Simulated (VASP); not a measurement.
TePd, 4 atoms in the cell. Symmetry: P6_3/mmc, No. 194, hexagonal system. Conventional cell: a = 4.152 Å, b = 4.152 Å, c = 5.672 Å, α = 90.00°, β = 90.00°, γ = 120.00°. Around Te (site symmetry -6m2) lie 6 Pd at 2.79 Å. Pd (site symmetry -3m) has 6 Te at 2.79 Å and 2 Pd at 2.84 Å as nearest neighbours. 

- Program: VASP 6.6.1
- Task: relaxation of cell and atoms
- Functional: PBEsol
- Potentials or basis: VASP PAW PBE potentials, release 64 (Te, Pd)
- Cutoff: 520 eV
- k mesh: 9 × 9 × 6
- Occupations: gaussian, width 1 eV
- Spin: no spin polarisation
- Further INCAR settings: ALGO = Fast; EDIFF = 1e-07; IBRION = 2; EDIFFG = -0.002; NSW = 80; ISIF = 3

Potentials or basis: VASP PAW PBE potentials, release 64 (Te, Pd).

Command:

```bash
$ cat potpaw_PBE.64/Te/POTCAR potpaw_PBE.64/Pd/POTCAR > POTCAR
$ mpirun -np 1 vasp_std > vasp.out
```

Hardware: 1 thread of Intel(R) Xeon(R) Platinum 8375C CPU @ 2.90GHz (Ice Lake) (shared host).

Estimate the wall time of this run.

It took 2.9 min on 1 thread of Intel(R) Xeon(R) Platinum 8375C CPU @ 2.90GHz (Ice Lake) (shared host), peak memory 0.26 GiB. Counts: scf iterations 52, k points 48, ion steps 5.
